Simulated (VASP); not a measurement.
Input:

```
CELL_PARAMETERS angstrom
      1.43441     0.82816     2.45499
     -1.43441     0.82816     2.45499
      0.00000    -1.65632     2.45499
ATOMIC_POSITIONS crystal
  Ni 0.76240 0.76240 0.76240
  O  0.23760 0.23760 0.23760
```
Starting moments (μB, in the order of the record's atoms Ni O): 2.0 0.0.

Calculation: r2SCAN meta-GGA, VASP's PBE PAW potentials (set 64) (plane waves; VASP). Settings: 520 eV cut-off, 10×10×10 Γ-centred mesh, Gaussian smearing of 0.050 eV, potentials Ni O.

Energy and stress use the plane-wave basis of the starting cell. The moments were started parallel, and other spin orders were not tried in this run.

Question: The ions, cell shape and volume are relaxed. Predict the relaxed structure.

Answer: 
```
CELL_PARAMETERS angstrom
      1.48079     0.85494     2.41829
     -1.48079     0.85494     2.41829
      0.00000    -1.70987     2.41829
ATOMIC_POSITIONS crystal
  Ni 0.74989 0.74989 0.74989
  O  0.25011 0.25011 0.25011
```
Space group Fm-3m (225), at a tolerance of 0.03 Å. The cell ends with 2.00 μB, on the sites 1.69 0.28 μB.

Question: How do energy and volume change from the first to the last step?

Answer: The energy (σ→0) changes by -61.5 meV/atom and the volume by +5.0 %, in 11 ionic steps.

```
step  E(σ→0) (eV)  max force (eV/Å)  pressure (GPa)  volume (Å³)
----  -----------  ----------------  --------------  -----------
1        -19.9863             0.936           15.48        17.50
2        -20.0371             0.167          -12.54        19.72
3        -20.0716             0.378           -3.20        18.79
4        -20.0945             0.277           -1.43        18.55
5        -20.1066             0.098            2.12        18.21
6        -20.1081             0.005           -1.31        18.48
7        -20.1086             0.028           -0.24        18.39
8        -20.1091             0.010            0.03        18.37
9        -20.1093             0.005            0.23        18.35
10       -20.1092             0.006           -0.28        18.40
11       -20.1093             0.006            0.04        18.37
```

The structure was generated: NiO was put into the alpha-GeTe type (R3m), which need not be its known phase. This run relaxes it. It ends in space group Fm-3m. Symmetry was kept, so distortions that lower it aren't found.
